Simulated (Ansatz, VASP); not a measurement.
## Cross-check of SnS2 (1T-SnS2 4 layers, AA) between VASP and Ansatz

Wanted: the spread between two codes on one cell, functional and k mesh. The cell is taken from a series of runs on this material, whose earlier steps may have relaxed, scaled, displaced or heated it; both programs get it as it stands.

Program: Ansatz 0.2.0. Level of theory: plane waves, with VASP 6.6.1 beside it; single point at PBE with D3(BJ). Results are calculated unless marked as measured.

### 1. The starting structure

The cell holds 12 atoms: 8 S and 4 Sn. Cell: a = 3.668 Å, b = 3.668 Å, c = 38.402 Å, α = 90.0°, β = 90.0°, γ = 120.0°. Vacuum lies along c.

Coordinates:

```xyz
12
Lattice="3.6682 0.0000 0.0000 -1.8341 3.1768 0.0000 0.0000 0.0000 38.4020" Properties=species:S:1:pos:R:3
S     1.8341    1.0589    9.0000
S     0.0000    2.1179   11.9622
S     1.8341    1.0589   14.8157
S     0.0000    2.1179   17.7736
S     1.8341    1.0589   20.6283
S     0.0000    2.1179   23.5863
S     1.8341    1.0589   26.4398
S     0.0000    2.1179   29.4020
Sn    0.0000    0.0000   10.4823
Sn    0.0000    0.0000   16.2947
Sn    0.0000    0.0000   22.1073
Sn    0.0000    0.0000   27.9196
```

### 2. VASP: single point, PBE with D3(BJ)

With cell and atoms fixed, the geometry can't cause a difference; cores, projectors, grids and the points listed under the comparison can.

Lines of VASP's logs that name or quote its potential files are left out, and so is its time.

Contents of INCAR:

```
SYSTEM = SnS2
PREC = Accurate
ENCUT = 400
EDIFF = 1E-06
NELM = 120
ISMEAR = -1
SIGMA = 0.02585
LREAL = .FALSE.
ALGO = Normal
GGA = PE
IVDW = 12
NBANDS = 64
LORBIT = 11
LWAVE = .FALSE.
LCHARG = .FALSE.
ISIF = 2
LDIPOL = .TRUE.
IDIPOL = 3
DIPOL = 0.5 0.5 0.5
LVHAR = .TRUE.
LASPH = .TRUE.
GGA_COMPAT = .FALSE.
EFERMI = MIDGAP
NELMDL = -8
KPAR = 2
```

Contents of POSCAR:

```
SnS2
1.0
    3.6682330050      0.0000000000      0.0000000000
   -1.8341165025      3.1767829694      0.0000000000
    0.0000000000      0.0000000000     38.4019654649
S Sn
8 4
Direct
    0.6666666667      0.3333333333      0.2343630044
    0.3333333333      0.6666666667      0.3114998796
    0.6666666667      0.3333333333      0.3858046265
    0.3333333333      0.6666666667      0.4628314433
    0.6666666667      0.3333333333      0.5371685567
    0.3333333333      0.6666666667      0.6141953735
    0.6666666667      0.3333333333      0.6885001204
    0.3333333333      0.6666666667      0.7656369956
    0.0000000000      0.0000000000      0.2729631640
    0.0000000000      0.0000000000      0.4243187690
    0.0000000000      0.0000000000      0.5756812310
    0.0000000000      0.0000000000      0.7270368360
```

Contents of KPOINTS:

```
Automatic mesh
0
Gamma
18 18 1
0 0 0
```

Potentials, in the order of the species: S and Sn_d (PBE family, release 64).

On the command line:

```console
$ mpirun -np 2 vasp_std
```

Numbers of over 12 decimals in the logs are rounded to 6 here.

Output:

```text
[banner, memory and clock lines left out]
running    2 mpi-ranks, on    1 nodes
 distrk:  each k-point on    1 cores,    2 groups
 distr:  one band on    1 cores,    1 groups

 POSCAR found type information on POSCAR S Sn
 POSCAR found :  2 types and      12 ions
 LDA part: xc-table for (Slater+PW92), standard interpolation
 POSCAR, INCAR and KPOINTS ok, starting setup
 FFT: planning ... GRIDC
 FFT: planning ... GRID_SOFT
 FFT: planning ... GRID
 WAVECAR not read
 entering main loop
       N       E                     dE             d eps       ncg     rms          rms(c)
DAV:   1     0.100789265966E+04    0.10079E+04   -0.40846E+04  5096   0.144E+03
DAV:   2     0.107364313141E+03   -0.90053E+03   -0.87418E+03  5328   0.378E+02
DAV:   3    -0.446484297984E+02   -0.15201E+03   -0.14848E+03  5584   0.176E+02
DAV:   4    -0.542684196319E+02   -0.96200E+01   -0.95286E+01  5656   0.469E+01
DAV:   5    -0.546774652765E+02   -0.40905E+00   -0.40828E+00  6784   0.918E+00
DAV:   6    -0.546888915912E+02   -0.11426E-01   -0.11423E-01  6912   0.140E+00
DAV:   7    -0.546892297918E+02   -0.33820E-03   -0.33816E-03  7096   0.224E-01
DAV:   8    -0.546892354162E+02   -0.56244E-05   -0.56239E-05  6952   0.315E-02    0.171E+01
DAV:   9    -0.527550203028E+02    0.19342E+01   -0.39878E+00  6480   0.132E+01    0.122E+01
DAV:  10    -0.527454903398E+02    0.95300E-02   -0.21731E+00  6160   0.567E+00    0.187E+00
DAV:  11    -0.526668970363E+02    0.78593E-01   -0.40611E-01  6328   0.380E+00    0.154E+00
DAV:  12    -0.526701191353E+02   -0.32221E-02   -0.28915E-02  5592   0.599E-01    0.375E-01
DAV:  13    -0.526699007236E+02    0.21841E-03   -0.37229E-03  6552   0.419E-01    0.326E-01
DAV:  14    -0.526701832996E+02   -0.28258E-03   -0.95219E-04  5416   0.120E-01    0.899E-02
DAV:  15    -0.526702175207E+02   -0.34221E-04   -0.81827E-05  6712   0.371E-02    0.413E-02
DAV:  16    -0.526702617996E+02   -0.44279E-04   -0.30166E-05  6192   0.292E-02    0.838E-03
DAV:  17    -0.526702838275E+02   -0.22028E-04   -0.58117E-06  4832   0.105E-02    0.136E-02
DAV:  18    -0.526702904294E+02   -0.66018E-05   -0.67493E-07  3272   0.341E-03    0.124E-02
DAV:  19    -0.526703083499E+02   -0.17921E-04   -0.56912E-07  3368   0.368E-03    0.823E-03
DAV:  20    -0.526703539963E+02   -0.45646E-04   -0.44809E-06  4224   0.494E-03    0.642E-03
DAV:  21    -0.526703540150E+02   -0.18756E-07   -0.21928E-07  3352   0.211E-03
   1 F= -.56303229E+02 E0= -.56303229E+02  d E =-.249434E-12
```

Parts of OUTCAR (step 2):

```text
ion  position               nearest neighbor table
   1  0.667  0.333  0.234-   9 2.59   9 2.59   9 2.59
   2  0.333  0.667  0.311-   9 2.58   9 2.58   9 2.58
   3  0.667  0.333  0.386-  10 2.58  10 2.58  10 2.58
   4  0.333  0.667  0.463-  10 2.58  10 2.58  10 2.58
   5  0.667  0.333  0.537-  11 2.58  11 2.58  11 2.58
   6  0.333  0.667  0.614-  11 2.58  11 2.58  11 2.58
   7  0.667  0.333  0.689-  12 2.58  12 2.58  12 2.58
   8  0.333  0.667  0.766-  12 2.59  12 2.59  12 2.59
   9  0.000  0.000  0.273-   2 2.58   2 2.58   2 2.58   1 2.59   1 2.59   1 2.59
  10  0.000  0.000  0.424-   4 2.58   4 2.58   4 2.58   3 2.58   3 2.58   3 2.58
  11  0.000  0.000  0.576-   5 2.58   5 2.58   5 2.58   6 2.58   6 2.58   6 2.58
  12  0.000  0.000  0.727-   7 2.58   7 2.58   7 2.58   8 2.59   8 2.59   8 2.59

  LATTYP: Found a hexagonal cell.
 ALAT       =     3.6682330050
 C/A-ratio  =    10.4687912171

 Subroutine GETGRP returns: Found 12 space group operations
 (whereof 12 operations were pure point group operations)

The static configuration has the point symmetry D_3d.

 Found     37 irreducible k-points:

   k-points           NKPTS =     37   k-points in BZ     NKDIM =     37   number of bands    NBANDS=     64

   dimension x,y,z NGX =    24 NGY =   24 NGZ =  250
   dimension x,y,z NGXF=    48 NGYF=   48 NGZF=  500

   ENCUT  =  400.0 eV  29.40 Ry    5.42 a.u.   5.98  5.98 62.62*2*pi/ulx,y,z

   NELECT =     104.0000    total number of electrons

 k-points in reciprocal lattice and weights: Automatic mesh
   0.00000000  0.00000000  0.00000000       0.003
   0.05555556  0.00000000  0.00000000       0.019
   0.11111111  0.00000000  0.00000000       0.019
   0.16666667  0.00000000  0.00000000       0.019
   0.22222222  0.00000000  0.00000000       0.019
   0.27777778  0.00000000  0.00000000       0.019
   0.33333333  0.00000000  0.00000000       0.019
   0.38888889  0.00000000  0.00000000       0.019
   0.44444444  0.00000000  0.00000000       0.019
[...]
0.33333333  0.27777778  0.00000000       0.037
   0.33333333  0.33333333  0.00000000       0.006

 dipolmoment           0.000000      0.000000      0.000000 electrons x Angstroem

 average (electrostatic) potential at core
       1 -90.1770       2 -90.2096       3 -90.2156       4 -90.2153       5 -90.2153
       6 -90.2156       7 -90.2096       8 -90.1770       9-106.2501      10-106.2555
      11-106.2555      12-106.2501

 E-fermi :   0.9433

 k-point     1 :       0.0000    0.0000    0.0000
  band No.  band energies     occupation
    ...
     48       0.0022      2.00000
     49       0.0022      2.00000
     50       0.0264      2.00000
     51       0.0264      2.00000
     52       0.1005      2.00000
     53       2.1993      0.00000
     54       2.5244      0.00000
     55       2.9135      0.00000
     56       3.2091      0.00000
     57       3.8931      0.00000
    ...

 k-point     2 :       0.0556    0.0000    0.0000
  band No.  band energies     occupation
    ...
     48      -0.0700      2.00000
     49      -0.0095      2.00000
     50       0.0449      2.00000
     51       0.0717      2.00000
     52       0.1495      2.00000
     53       2.4144      0.00000
     54       2.6769      0.00000
     55       2.9945      0.00000
     56       3.2274      0.00000
     57       4.0852      0.00000
    ...

 k-point     3 :       0.1111    0.0000    0.0000
  band No.  band energies     occupation
    ...
     48      -0.0400      2.00000
     49       0.0292      2.00000
     50       0.0943      2.00000
     51       0.1298      2.00000
     52       0.1894      2.00000
     53       2.8189      0.00000
     54       2.9429      0.00000
     55       3.0907      0.00000
     56       3.2045      0.00000
     57       4.4816      0.00000
    ...

 Edisp (eV)   -3.63287

  Total      -0.24764    -0.24764    -0.18384     0.00000     0.00000    -0.00000
  in kB      -0.88662    -0.88662    -0.65820     0.00000     0.00000    -0.00000
  external pressure =       -0.81 kB  Pullay stress =        0.00 kB

  energy-cutoff  :      400.00
  volume of cell :      447.51
      direct lattice vectors                 reciprocal lattice vectors
     3.668233005  0.000000000  0.000000000     0.272610818  0.157391929  0.000000000
    -1.834116502  3.176782969  0.000000000     0.000000000  0.314783858  0.000000000
     0.000000000  0.000000000 38.401965465     0.000000000  0.000000000  0.026040334

 POSITION                                       TOTAL-FORCE (eV/Angst)
 -----------------------------------------------------------------------------------
      1.83412      1.05893      9.00000         0.000000      0.000000      0.005844
     -0.00000      2.11786     11.96221         0.000000      0.000000     -0.006750
      1.83412      1.05893     14.81566        -0.000000      0.000000      0.007067
     -0.00000      2.11786     17.77364        -0.000000      0.000000     -0.006780
      1.83412      1.05893     20.62833         0.000000     -0.000000      0.006780
     -0.00000      2.11786     23.58631         0.000000      0.000000     -0.007067
      1.83412      1.05893     26.43976        -0.000000     -0.000000      0.006750
     -0.00000      2.11786     29.40197         0.000000     -0.000000     -0.005844
      0.00000      0.00000     10.48232        -0.000000     -0.000000     -0.000598
      0.00000      0.00000     16.29467        -0.000000      0.000000      0.000266
      0.00000      0.00000     22.10729         0.000000     -0.000000     -0.000266
      0.00000      0.00000     27.91964         0.000000      0.000000      0.000598
 -----------------------------------------------------------------------------------
    total drift:                               -0.000000      0.000000      0.000000

  FREE ENERGIE OF THE ION-ELECTRON SYSTEM (eV)
  ---------------------------------------------------
  free  energy   TOTEN  =       -56.3032289308 eV

  energy  without entropy=      -56.3032289308  energy(sigma->0) =      -56.30322893

 vacuum level on the upper side and lower side of the slab         6.865         6.865

 total charge
# of ion       s       p       d       tot
------------------------------------------
    1        1.364   2.332   0.000   3.697
    2        1.367   2.331   0.000   3.698
    3        1.367   2.331   0.000   3.698
    4        1.367   2.331   0.000   3.698
    5        1.367   2.331   0.000   3.698
    6        1.367   2.331   0.000   3.698
    7        1.367   2.331   0.000   3.698
    8        1.364   2.332   0.000   3.697
    9        1.021   1.028  10.138  12.186
   10        1.023   1.030  10.138  12.191
   11        1.023   1.030  10.138  12.191
   12        1.021   1.028  10.138  12.186
--------------------------------------------------
tot         15.017  22.767  40.552  78.336

[... 3 further parts left out ...]
```

(Part 1 of 2 ends here.)

[Lines on the potential files, build, host, timing and source positions are cut from VASP's logs without a mark.]

[Logs are printed without paths, hosts, clocks, repeated set-up lines and the standing remarks that a program may print on its own settings, such as how far it seeks lower states.]

[Hosts, paths, dates, database ids (printed as entryN), source tags and the programs' standing remarks are cut or masked in the printed files.]
